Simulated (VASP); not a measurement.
VASP input:

### INCAR
```
SYSTEM = Sb
PREC = Accurate
ENCUT = 520
EDIFF = 1E-6
NELM = 100
ALGO = Normal
LREAL = .FALSE.
LASPH = .TRUE.
ISMEAR = 1
SIGMA = 0.1
GGA = MK
PARAM1 = 0.1234
PARAM2 = 1.0
LUSE_VDW = .TRUE.
AGGAC = 0.0
LMAXMIX = 4
LWAVE = .FALSE.
LCHARG = .FALSE.
IBRION = 2
ISIF = 3
NSW = 60
EDIFFG = -0.01
```

**KPOINTS**
```
Automatic
0
Gamma
 9 9 9
0 0 0
```

File POSCAR:
```
Sb
1
    3.9573420000    -2.1550000000     0.0000000000
    3.9573420000     2.1550000000     0.0000000000
    2.7838200000     0.0000000000     3.5432930000
Sb
2
Direct
  0.2335000000   0.2335000000   0.2335000000
  0.7665000000   0.7665000000   0.7665000000
```

POTCAR, in this order: Sb (PBE.64 set). Program: vasp_std.

Problem. Translate this optB86b-vdW calculation to Quantum ESPRESSO's pw.x.

Solution. One equivalent input (not run):
```
&CONTROL
  calculation = 'vc-relax'
  pseudo_dir = './pseudo'
  outdir = './out'
  tprnfor = .true.
  tstress = .true.
  nstep = 60
  forc_conv_thr = 0.00039
/
&SYSTEM
  ibrav = 0
  nat = 2
  ntyp = 1
  ecutwfc = 80
  occupations = 'smearing'
  smearing = 'methfessel-paxton'
  degauss = 0.00735
  input_dft = 'vdw-df-ob86'
/
&ELECTRONS
  conv_thr = 7.3e-08
  electron_maxstep = 100
/
&IONS
/
&CELL
/
ATOMIC_SPECIES
  Sb 121.760 Sb.upf
CELL_PARAMETERS angstrom
     3.9573420   -2.1550000    0.0000000
     3.9573420    2.1550000    0.0000000
     2.7838200    0.0000000    3.5432930
ATOMIC_POSITIONS crystal
  Sb   0.2335000  0.2335000  0.2335000
  Sb   0.7665000  0.7665000  0.7665000
K_POINTS automatic
  9 9 9 0 0 0
```
Limits of the translation: the potentials are each code's own (VASP's PAW set, PseudoDojo norm-conserving files in pw.x), so ENCUT and ecutwfc are chosen apart and not converted; conv_thr bounds pw.x's estimated SCF error, while EDIFF bounds the energy change between steps; forc_conv_thr acts on force components and is met together with etot_conv_thr.

The compound is Sb in the a7 structure. This run relaxes it. Symmetry was kept, so distortions that lower it aren't found.
